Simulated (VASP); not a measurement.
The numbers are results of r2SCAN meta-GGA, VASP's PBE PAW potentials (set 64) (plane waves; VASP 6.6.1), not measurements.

The input files of a VASP run:

**KPOINTS**
```
Automatic mesh
0
Gamma
9 9 9
0 0 0
```

File POSCAR:
```
InSb
1.0
  0.0000000000   3.3166100000   3.3166100000
  3.3166100000   0.0000000000   3.3166100000
  3.3166100000   3.3166100000   0.0000000000
In Sb
1 1
direct
  0.0000000000   0.0000000000   0.0000000000
  0.2500000000   0.2500000000   0.2500000000
```

INCAR:
```
# general
SYSTEM   =  InSb
PREC     =  Accurate
ENCUT    =  400
LREAL    =  .FALSE.
LASPH    =  .TRUE.

# electronic loop
EDIFF    =  1E-6
NELM     =  100
ALGO     =  Normal
LMAXMIX  =  4
LMIXTAU  =  .TRUE.

# smearing
ISMEAR   =  1
SIGMA    =  0.1

# functional
METAGGA  =  R2SCAN

# ions
IBRION   =  2
NSW      =  60
ISIF     =  3
EDIFFG   =  -0.01

# output
LWAVE    =  .FALSE.
LCHARG   =  .FALSE.
```

POTCAR, in this order: In_d Sb (PBE.64 set). Program: vasp_std.

What VASP printed:

### OSZICAR
```
       N       E                     dE             d eps       ncg     rms          rms(c)
DAV:   1     0.603547894111E+02    0.60355E+02   -0.71298E+03   910   0.113E+03
DAV:   2    -0.446686860164E+02   -0.10502E+03   -0.10269E+03   950   0.289E+02
DAV:   3    -0.516747756832E+02   -0.70061E+01   -0.69527E+01  1210   0.848E+01
DAV:   4    -0.518620884774E+02   -0.18731E+00   -0.18725E+00  1092   0.166E+01
DAV:   5    -0.518705228884E+02   -0.84344E-02   -0.84342E-02  1285   0.280E+00    0.483E+00
DAV:   6    -0.488757363596E+02    0.29948E+01   -0.16577E+00  1085   0.279E+01    0.265E+00
DAV:   7    -0.486415331090E+02    0.23420E+00   -0.46297E-01   930   0.981E+00    0.135E+00
DAV:   8    -0.488792373068E+02   -0.23770E+00   -0.37355E-01   935   0.629E+00    0.982E-01
DAV:   9    -0.487253165416E+02    0.15392E+00   -0.48063E-02   945   0.282E+00    0.694E-01
DAV:  10    -0.487429358837E+02   -0.17619E-01   -0.93506E-03   980   0.107E+00    0.106E+00
DAV:  11    -0.487519057839E+02   -0.89699E-02   -0.33952E-02   931   0.171E+00    0.414E-01
DAV:  12    -0.487540899019E+02   -0.21841E-02   -0.70119E-03  1070   0.546E-01    0.287E-01
DAV:  13    -0.487548445659E+02   -0.75466E-03   -0.58272E-04   950   0.206E-01    0.346E-01
DAV:  14    -0.487541478146E+02    0.69675E-03   -0.42680E-04   945   0.159E-01    0.382E-01
DAV:  15    -0.487519271516E+02    0.22207E-02   -0.11679E-03   930   0.269E-01    0.672E-01
DAV:  16    -0.487455835186E+02    0.63436E-02   -0.51392E-03   920   0.808E-01    0.253E+00
DAV:  17    -0.487538543111E+02   -0.82708E-02   -0.10975E-02   915   0.131E+00    0.364E-01
DAV:  18    -0.487544458669E+02   -0.59156E-03   -0.22674E-03   995   0.442E-01    0.413E-02
DAV:  19    -0.487545260861E+02   -0.80219E-04   -0.17756E-04   935   0.151E-01    0.381E-02
DAV:  20    -0.487545926319E+02   -0.66546E-04   -0.16258E-04   910   0.151E-01    0.444E-02
DAV:  21    -0.487546102707E+02   -0.17639E-04   -0.36497E-05   920   0.800E-02    0.334E-02
DAV:  22    -0.487546164404E+02   -0.61697E-05   -0.26275E-06  1050   0.246E-02    0.176E-02
DAV:  23    -0.487546166966E+02   -0.25624E-06   -0.15433E-06   793   0.126E-02
   1 F= -.48754617E+02 E0= -.48754690E+02  d E =-.487546E+02
       N       E                     dE             d eps       ncg     rms          rms(c)
DAV:   1    -0.491060829597E+02   -0.35147E+00   -0.87193E+00  1135   0.569E+01    0.413E+00
DAV:   2    -0.488032938911E+02    0.30279E+00   -0.73322E-01  1135   0.208E+01    0.127E+00
DAV:   3    -0.487592923405E+02    0.44002E-01   -0.10576E-01  1095   0.701E+00    0.762E-01
DAV:   4    -0.487597570224E+02   -0.46468E-03   -0.30890E-02   915   0.187E+00    0.540E-01
DAV:   5    -0.487488702101E+02    0.10887E-01   -0.29713E-02   910   0.185E+00    0.204E-01
DAV:   6    -0.487578801311E+02   -0.90099E-02   -0.33612E-02   910   0.208E+00    0.107E-01
DAV:   7    -0.487638110607E+02   -0.59309E-02   -0.26330E-03   910   0.499E-01    0.697E-02
DAV:   8    -0.487644666512E+02   -0.65559E-03   -0.53824E-04   920   0.249E-01    0.459E-02
DAV:   9    -0.487646079237E+02   -0.14127E-03   -0.21960E-04  1005   0.188E-01    0.166E-02
DAV:  10    -0.487646294859E+02   -0.21562E-04   -0.74658E-06  1098   0.276E-02    0.188E-02
DAV:  11    -0.487646296487E+02   -0.16280E-06   -0.15770E-07   580   0.394E-03
   2 F= -.48764630E+02 E0= -.48764626E+02  d E =-.100130E-01
       N       E                     dE             d eps       ncg     rms          rms(c)
DAV:   1    -0.487862935406E+02   -0.21664E-01   -0.56209E-01  1140   0.155E+01    0.953E-01
DAV:   2    -0.487685963816E+02    0.17697E-01   -0.39077E-02  1140   0.450E+00    0.330E-01
DAV:   3    -0.487656472565E+02    0.29491E-02   -0.80132E-03  1100   0.194E+00    0.167E-01
DAV:   4    -0.487659770366E+02   -0.32978E-03   -0.10453E-03   910   0.310E-01    0.163E-01
DAV:   5    -0.487652912355E+02    0.68580E-03   -0.91779E-04   910   0.324E-01    0.757E-02
DAV:   6    -0.487650071930E+02    0.28404E-03   -0.30891E-03   910   0.613E-01    0.374E-02
DAV:   7    -0.487659008835E+02   -0.89369E-03   -0.48066E-04   910   0.222E-01    0.181E-02
DAV:   8    -0.487659530808E+02   -0.52197E-04   -0.75881E-05   915   0.960E-02    0.504E-03
DAV:   9    -0.487659612016E+02   -0.81208E-05   -0.12046E-05   970   0.369E-02    0.313E-03
DAV:  10    -0.487659618970E+02   -0.69539E-06   -0.39380E-07   790   0.852E-03
   3 F= -.48765962E+02 E0= -.48765960E+02  d E =-.113452E-01
```

### OUTCAR
```
------------------------ aborting loop because EDIFF is reached ----------------------------------------
  FORCE on cell =-STRESS in cart. coord.  units (eV):
  Direction    XX          YY          ZZ          XY          YZ          ZX
  --------------------------------------------------------------------------------------
  Total        0.0030155      0.0030155      0.0030155      0.0000000      0.0000000      0.0000000
  in kB        0.0685808      0.0685808      0.0685808      0.0000000      0.0000000      0.0000000
  external PRESSURE =       0.0685808 kB  Pullay stress =       0.0000000 kB
  volume of cell :       70.45
      direct lattice vectors                 reciprocal lattice vectors
    -0.000000000  3.278027122  3.278027122    -0.152530770  0.152530770  0.152530770
     3.278027122 -0.000000000  3.278027122     0.152530770 -0.152530770  0.152530770
     3.278027122  3.278027122  0.000000000     0.152530770  0.152530770 -0.152530770
  FREE ENERGIE OF THE ION-ELECTRON SYSTEM (eV)
  ---------------------------------------------------
  free  energy   TOTEN  =       -48.7659618970 eV

  energy  without entropy=      -48.7659549713  energy(sigma->0) =      -48.76595959

 reached required accuracy - stopping structural energy minimisation
```
(Selected blocks of OUTCAR.)

CONTCAR:
```
InSb
   1.00000000000000
    -0.0000000000000000    3.2780271215296146    3.2780271215296146
     3.2780271215296146   -0.0000000000000000    3.2780271215296146
     3.2780271215296146    3.2780271215296146    0.0000000000000000
  In              Sb
     1     1
Direct
     0.0000000000000000    0.0000000000000000    0.0000000000000000
     0.2500000000000000    0.2500000000000000    0.2500000000000000
```

Energy and stress use the plane-wave basis of the starting cell.

The structure comes from a computed database's InSb entry (F-43m); how it stands against other phases isn't given here. This run relaxes it. Symmetry was kept, so distortions that lower it aren't found.
